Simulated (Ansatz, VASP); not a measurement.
## Cross-check of GePt7 (Pt(111)-(2x1)-Ge surface alloy) between VASP and Ansatz

Aim: how closely do two programs agree when they are given the same cell, functional and k mesh? Of the first pair: The structure shown is the start of the Ansatz relaxation below; VASP solves that cell, so the two are compared at the walk's first step.

Program: Ansatz 0.2.0. Level of theory: plane waves, with VASP 6.6.1 beside it; single point at r2SCAN. Results are calculated unless marked as measured.

### 1. Starting point

The cell holds 8 atoms: 7 Pt and 1 Ge. Cell: a = 5.544 Å, b = 2.772 Å, c = 24.090 Å, α = 90.0°, β = 90.0°, γ = 60.0°. Vacuum lies along c.

### 2. Ansatz: relaxation, r2SCAN

Ansatz runs on its default PAW (the set named soft_2) files.

The two programs are compared at the cell with which this relaxation starts, whose forces are those of its first step.

Input file input.yaml:

```yaml
crystal:
  lattice:
    - [5.5437171645, 0.0, 0.0]
    - [1.3859292911, 2.4004999479, 0.0]
    - [0.0, 0.0, 24.0896391657]
  atoms:
    - { symbol: Pt, position: [0.0, 0.0, 0.3528487887] }
    - { symbol: Pt, position: [0.5, 0.0, 0.3528487887] }
    - { symbol: Pt, position: [0.16666667, 0.33333333, 0.446798434] }
    - { symbol: Pt, position: [0.66666667, 0.33333333, 0.446798434] }
    - { symbol: Pt, position: [0.33333333, 0.66666667, 0.5407480793] }
    - { symbol: Pt, position: [0.83333333, 0.66666667, 0.5407480793] }
    - { symbol: Pt, position: [0.0, 0.0, 0.6346977246] }
    - { symbol: Ge, position: [0.5, 0.0, 0.6471512113] }
kpoints:
  mp_grid: { grid: [6, 11, 1] }
hamiltonian:
  xc: r2scan
scf:
  occupations: { method: fermi_dirac, width: 0.1 }
  convergence: { dr2_threshold: 1.0e-08 }
efield:
  axis: 3
  dipole_correction: true
  ramp_position: 0.97
  ramp_width: 0.06
relax:
  f_tol: 0.015
  max_steps: 90
  constraints: [{ sites: [0, 1, 2, 3] }]
output:
  write_potential: true
  write_density: true
  volumetric_format: npy
```

Command:

```
ansatz run input.yaml --threads 4 --pin off --max-ram 6144MiB --backend cpu --events-out ev --progress --plain --runs-dir out
```

Numbers of over 12 decimals in the logs are rounded to 6 here.

Output:

```text
Warning: crystal.symmetry: narrowed to the stabiliser of the k-point mesh — unitary ops 2 → 1; excluded 1 operation that carries a point of the 6×11×1 mesh (shift [0, 0, 0]) off the mesh (the run samples exactly the mesh kpoints.mp_grid names, as under crystal.symmetry.detect: false, and its converged state has the mesh's symmetry, not the crystal's; ε∞, the Born charges and the force constants of a linear response (`dielectric:` by the response, `phonons.method: dfpt`) are averaged over those of the crystal's operations that the state keeps within a tolerance, where `mesh_tensors`, `unaveraged_element` or `gamma_mean_max_change_ev_ang2` stands beside them; [rest of the remark cut]
Engine: ansatz 0.2.0, aarch64-unknown-linux-gnu
Pseudopotentials: kind: paw
Pseudopotential: Pt, paw, valence charge 18, recommended cutoff 500 eV (meta_gga), Pt.paw.azcp
Pseudopotential: Ge, paw, valence charge 14, recommended cutoff 500 eV (meta_gga), Ge.paw.azcp
Functional definition: r2SCAN
  parameter k0 = 0.174
  parameter k1 = 0.065
  parameter a1 = 4.9479
  exchange = r2scan_x(k0 = k0, k1 = k1, a1 = a1)
  correlation = r2scan_c
Crystal: 8 atoms, lattice volume = 320.578 Å³
Basis set: ecut = 500 eV, 8057 PW (Γ), exchange–correlation on 180×96×720 points (64 copies of the dense FFT grid, shifted against one another)
Bands: 84, of which v1, the nominal top of the filled ones, is band 70 counted from 1 (69 counted from 0)
Symmetry: 1 space group operations
k-points: 34 of 66 (time reversal used)
Non-local potential: Pt, projectors of the file, l = 0: 3, l = 1: 2, l = 2: 2, l = 3: 1
Non-local potential: Ge, projectors of the file, l = 0: 2, l = 1: 2, l = 2: 3, l = 3: 1
PAW form: soft (Blöchl's): semilocal exchange-correlation on the pseudo side does not see the compensation charge
PAW frozen core: Pt, regenerated for the run's functional (the file was generated under x = pbe(κ = 0.804, μ = 0.219515), c = pbe(β = 0.066725))
PAW frozen core: Ge, regenerated for the run's functional (the file was generated under x = pbe(κ = 0.804, μ = 0.219515), c = pbe(β = 0.066725))
PAW one-centre angular grid: Pt, 590 points (default); XC on 160 Gauss nodes
PAW one-centre angular grid: Ge, 590 points (default); XC on 160 Gauss nodes
Initial density: superposition of atomic densities (neutral atoms: chi_scale 0, normalization atom), corrected by the library's trained network
Initial wavefunctions: pseudopotential atomic-orbital guess
Functional: x = r2scan, c = r2scan; τ floored in thin density (d = 2e-4 eV/Å³)
SCF iter   1: F=—  HF=-92058.566413 eV  |F-HF|=—  |Δ(HF+E_count)|=         —  Δρ=1.08e-2  dr2=9.39e-1  dr2_τ=8.82e-2  ethr=1.77e-3  p=0.076 e·Å  D=4.27e-2 V/Å  ΔV_dip=-1.03 eV  dr2_dipole=1.58e-1  V_vac-E_F(+/−)=4.63/5.66 eV  ⟨swp⟩=8.0  Hψ=12347  notcnv=0  defer=71
efield: sawtooth ramp at fractional position 0.9700 (set: `efield.ramp_position`, or a place that a band, a saddle search or an elastic batch's reference lends), width 0.0600; the density the first Hamiltonian is built on has a dipole p = 0.076 e·Å; the dipole correction subtracts the counter field D = 4.27e-2 V/Å, which shifts the + side's vacuum level by -1.03 eV against the − side's; the planar-averaged density in the ramp window peaks in size at 1.5e-5 e/Å³
preconditioner: auto → LDOS  [metal: Δε(μ)=0.003 eV  Ē_g=10.238 eV  σ=0.100 eV  W_gap=0.01  n_scr=58 (ndim 8)  ℏωp=19.0 eV  f_vac=0.564  D(μ)=10.15/eV (n_scr^D=58)  β→1.0]
SCF iter   2: F=—  HF=-92058.631676 eV  |F-HF|=—  |Δ(HF+E_count)|=   6.53e-2  Δρ=8.40e-3  dr2=2.74e-1  dr2_τ=3.59e-2  ethr=6.71e-4  p=0.069 e·Å  D=3.90e-2 V/Å  ΔV_dip=-0.94 eV  dr2_dipole=1.94e-2  V_vac-E_F(+/−)=4.71/5.65 eV  ⟨swp⟩=2.5  Hψ=5105  notcnv=0  defer=134
SCF iter   3: F=—  HF=-92058.573668 eV  |F-HF|=—  |Δ(HF+E_count)|=   5.80e-2  Δρ=1.96e-3  dr2=7.95e-2  dr2_τ=3.03e-3  ethr=1.96e-4  p=0.077 e·Å  D=4.32e-2 V/Å  ΔV_dip=-1.04 eV  dr2_dipole=1.01e-2  V_vac-E_F(+/−)=4.65/5.69 eV  ⟨swp⟩=3.0  Hψ=6629  notcnv=0  defer=134
SCF iter   4: F=—  HF=-92058.570314 eV  |F-HF|=—  |Δ(HF+E_count)|=   3.35e-3  Δρ=1.05e-3  dr2=1.09e-2  dr2_τ=2.56e-4  ethr=5.68e-5  p=0.076 e·Å  D=4.28e-2 V/Å  ΔV_dip=-1.03 eV  dr2_dipole=1.50e-3  V_vac-E_F(+/−)=4.70/5.73 eV  ⟨swp⟩=1.7  Hψ=3003  notcnv=0  defer=134
SCF iter   5: F=—  HF=-92058.569980 eV  |F-HF|=—  |Δ(HF+E_count)|=   3.34e-4  Δρ=3.28e-4  dr2=1.11e-3  dr2_τ=2.31e-5  ethr=7.79e-6  p=0.075 e·Å  D=4.24e-2 V/Å  ΔV_dip=-1.02 eV  dr2_dipole=1.39e-4  V_vac-E_F(+/−)=4.69/5.71 eV  ⟨swp⟩=2.4  Hψ=3823  notcnv=0  defer=134
[...]
SCF iter   7: F=-92058.809115 eV  HF=-92058.809115 eV  |F-HF|=2.59e-9  |Δ(HF+E_count)|=   1.05e-9  Δρ=5.07e-7  dr2=2.87e-9  dr2_τ=1.15e-10  ethr=1.00e-12  p=0.051 e·Å  D=2.86e-2 V/Å  ΔV_dip=-0.69 eV  dr2_dipole=1.39e-13  V_vac-E_F(+/−)=5.03/5.72 eV  ⟨swp⟩=7.8  Hψ=18685  notcnv=0
SCF 10 converged in 7 iterations: F = -92058.809115 eV  dr2 = 2.87e-9
NSCF: frozen V_eff on 34 k-points
the band table was solved once a step of the walk had ended and its energy, with any forces and stress, was formed, with the checks that follow a solve (12528 applications of the Hamiltonian). They found nothing against the state; the energy, forces and stress were not computed again (output.eigenvalues in the input reference)
WARN: The output density's exchange-correlation potential varies sharply where the density is thin. Do not read a vacuum level from v_tot or v_xc, or from such a field of the output density. On a cell that repeats whose density bears no net charge and no dipole along the vacuum's axis use v_es (v_loc + v_h of the components); under efield.dipole_correction with no amplitude use v_es + v_field, which holds any externa [...]
SCF converged after 7 iterations
an eigenvalue changed by more than its tolerance at an iteration that met the thresholds in force, so the SCF went on 2 times, its first undamped step at iteration 3: the last check found none over its tolerance
Free energy (F): -92058.809115 eV
Harris-Foulkes:  -92058.809115 eV  (|F-HF|=2.59e-9)
Internal energy: -92058.479561 eV  (E = F + TS)
E sigma→0 (E₀):  -92058.644338 eV
Entropy (-TS):   -0.329555 eV (-41.194 meV/atom)
Fermi energy:    4.937224 eV
Dipole field:    D = 0.028642 V/Å  (p = 0.050743 e·Å, saw-weighted, corrected)
Work function:   Φ+ = 5.0319 eV   Φ− = 5.7219 eV
Levels:          The Fermi level and band energies are counted from a zero that moves with the ramp; work functions are not
--- Per-component energies (eV) ---
  E_band       = -3497.852860
  E_kinetic    = 4573.458361
  E_local      = -226835.821537  (includes V_loc(G=0)·N_el)
  E_nonlocal   = 1835.507743
  E_hartree    = 110804.177242
  E_xc         = -1816.365501
  E_vxc        = -2426.896140  (∫ρ·V_xc dr)
  E_paw        = -68393.389226  (= ΣΔE_a)
  E_vpaw       = -2408.915038  (= ΣTr[D̂ρ^β])
  E_aug_tail   = 0.001086  (compensation charges beyond the density's cutoff)
  E_vtau       = 155.596259  (kinetic-family band-sum trace: ∫τ·v_τ [+ j·A + Jᵃ·Aᵃ] dr)
  E_efield     = 0.000727  (sawtooth field / dipole correction)
  E_vefield    = 0.873373  (∫n·V_field dr)
  E_ewald      = 87776.657773
  E_core_change = -2.706227  (= ΣΔE_core)
  E_smearing   = -0.329555  (= −TS)
  E_closure    = 0.000000  (closes the sum)
  Σ components = -92058.809115   (vs F -92058.809115, Δ=0.00e0)
--- Forces (eV/Å), atoms counted from 1 ---
  atom   1  Pt    -0.00325945     0.00314132    -0.41950098
  atom   2  Pt    -0.01053467     0.00432760    -0.24917665
  atom   3  Pt     0.14277401    -0.08382750     0.35032610
  atom   4  Pt    -0.12874342     0.07606247     0.31595701
  atom   5  Pt     0.00413578    -0.00242518     0.00534791
  atom   6  Pt    -0.00358982     0.00235652     0.00272222
  atom   7  Pt     0.00109348    -0.00055106    -0.00074075
  atom   8  Ge    -0.00187566     0.00091545    -0.00493550
  max |Σ_I F_I| component: 6.47e-7 eV/Å
--- Band table (eV; the first three rows and the last of 34) ---
  k-point 0: bands = [... 66 lower, 4.6227, 4.6285, 4.7266, 4.8584, 5.0563, 5.1531, 5.2466, 5.5885, ... 10 higher]
  k-point 1: bands = [... 66 lower, 4.1122, 4.3014, 4.6625, 4.6988, 4.8197, 4.9941, 5.2048, 6.2914, ... 10 higher]
  k-point 2: bands = [... 66 lower, 3.8241, 4.0733, 4.3571, 4.7586, 4.9848, 5.1849, 5.5406, 7.1194, ... 10 higher]
  k-point 33: bands = [... 66 lower, 4.7315, 5.0127, 5.1174, 5.8932, 6.2580, 6.8563, 7.9317, 8.3387, ... 10 higher]
--- Relaxed structure (9 steps of the walk, 9 accepted, 0 SCFs on fresh bases) ---
  F+E_penalty+E_count = -92058.80911547 eV   max|allowed force component| = 5.330e-3 eV/Å
  atoms:
    - { symbol: Pt, position: [0.0, 0.0, 0.352849] }
    - { symbol: Pt, position: [0.5, 0, 0.352849] }
    - { symbol: Pt, position: [0.166667, 0.333333, 0.446798] }
    - { symbol: Pt, position: [0.666667, 0.333333, 0.446798] }
    - { symbol: Pt, position: [0.330229, 0.669413, 0.548246] }
    - { symbol: Pt, position: [0.828129, 0.672938, 0.539189] }
    - { symbol: Pt, position: [-0.083104, 0.085081, 0.636300] }
    - { symbol: Ge, position: [0.441676, 0.057854, 0.637271] }
```

Reading the cycles: dr2 is the Hartree energy of the density residual (eV), the measure of convergence; HF is the Harris–Foulkes estimate of the energy, which meets the free energy F at convergence.

(Continued in part 2 of 2.)

[Lines on the potential files, build, host, timing and source positions are cut from VASP's logs without a mark.]

[Logs are printed without paths, hosts, clocks, repeated set-up lines and the standing remarks that a program may print on its own settings, such as how far it seeks lower states.]

[Hosts, paths, dates, database ids (printed as entryN), source tags and the programs' standing remarks are cut or masked in the printed files.]
